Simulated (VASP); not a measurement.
Calculation: optB88-vdW, VASP's PBE PAW potentials (set 64) (plane waves; VASP).

VASP input:

INCAR:
```
# general
SYSTEM    =  BP
PREC      =  Accurate
ENCUT     =  520
LREAL     =  F
LASPH     =  T   # aspherical one-centre terms

# electronic loop
EDIFF     =  1E-7   # SCF stop (eV)
NELM      =  100   # most electronic steps
ALGO      =  Normal   # blocked Davidson

# smearing
ISMEAR    =  0   # Gaussian
SIGMA     =  0.05

# functional
GGA       =  BO
LUSE_VDW  =  T
AGGAC     =  0.0
PARAM1    =  0.1833333333
PARAM2    =  0.22

# ions
ISIF      =  2

# output
LWAVE     =  F
LCHARG    =  F
```

**KPOINTS**
```
Automatic
0
G
10 10 10
```

POSCAR:
```
BP
1
    0.0000000000     2.2762329109     2.2762329109
    2.2762329109     0.0000000000     2.2762329109
    2.2762329109     2.2762329109     0.0000000000
B P
1 1
Direct
  0.0000000000   0.0000000000   0.0000000000
  0.2500000000   0.2500000000   0.2500000000
```

POTCAR, in this order: B P (PBE.64 set). Program: vasp_std.

The run wrote:

### OSZICAR
```
       N       E                     dE             d eps       ncg     rms          rms(c)
DAV:   1     0.145272154063E+02    0.14527E+02   -0.44250E+03   752   0.929E+02
DAV:   2    -0.111707590599E+02   -0.25698E+02   -0.24438E+02  1160   0.114E+02
DAV:   3    -0.115023433498E+02   -0.33158E+00   -0.33158E+00   848   0.171E+01
DAV:   4    -0.115032897218E+02   -0.94637E-03   -0.94637E-03  1184   0.969E-01
DAV:   5    -0.115032904045E+02   -0.68260E-06   -0.68260E-06   880   0.208E-02    0.628E+00
DAV:   6    -0.109271333835E+02    0.57616E+00   -0.16256E+00   832   0.702E+00    0.340E+00
DAV:   7    -0.108385973278E+02    0.88536E-01   -0.26221E-01  1144   0.314E+00    0.129E+00
DAV:   8    -0.108318164231E+02    0.67809E-02   -0.38964E-02   952   0.133E+00    0.282E-01
DAV:   9    -0.108319707768E+02   -0.15435E-03   -0.33173E-04  1008   0.188E-01    0.236E-01
DAV:  10    -0.108321336207E+02   -0.16284E-03   -0.35565E-04   816   0.159E-01    0.366E-02
DAV:  11    -0.108321523038E+02   -0.18683E-04   -0.26483E-05  1016   0.487E-02    0.642E-02
DAV:  12    -0.108321520095E+02    0.29436E-06   -0.89635E-06   872   0.179E-02    0.281E-02
DAV:  13    -0.108321521571E+02   -0.14768E-06   -0.28026E-07   840   0.469E-03    0.153E-02
DAV:  14    -0.108321522602E+02   -0.10305E-06   -0.14691E-07   424   0.250E-03    0.374E-03
DAV:  15    -0.108321522962E+02   -0.36046E-07   -0.11677E-08   376   0.945E-04
   1 F= -.10832152E+02 E0= -.10832152E+02  d E =-.171679E-11
```

### OUTCAR
```
------------------------ aborting loop because EDIFF is reached ----------------------------------------
  FORCE on cell =-STRESS in cart. coord.  units (eV):
  Direction    XX          YY          ZZ          XY          YZ          ZX
  --------------------------------------------------------------------------------------
  Total       -0.0004520     -0.0004520     -0.0004520      0.0000000      0.0000000      0.0000000
  in kB       -0.0307000     -0.0307000     -0.0307000      0.0000000      0.0000000      0.0000000
  external PRESSURE =      -0.0307000 kB  Pullay stress =       0.0000000 kB
  volume of cell :       23.59
      direct lattice vectors                 reciprocal lattice vectors
     0.000000000  2.276232911  2.276232911    -0.219661177  0.219661177  0.219661177
     2.276232911  0.000000000  2.276232911     0.219661177 -0.219661177  0.219661177
     2.276232911  2.276232911  0.000000000     0.219661177  0.219661177 -0.219661177
  FREE ENERGIE OF THE ION-ELECTRON SYSTEM (eV)
  ---------------------------------------------------
  free  energy   TOTEN  =       -10.8321522962 eV

  energy  without entropy=      -10.8321522962  energy(sigma->0) =      -10.83215230
```
(Selected blocks of OUTCAR.)

The compound is BP in the zinc blende structure. It was relaxed first.
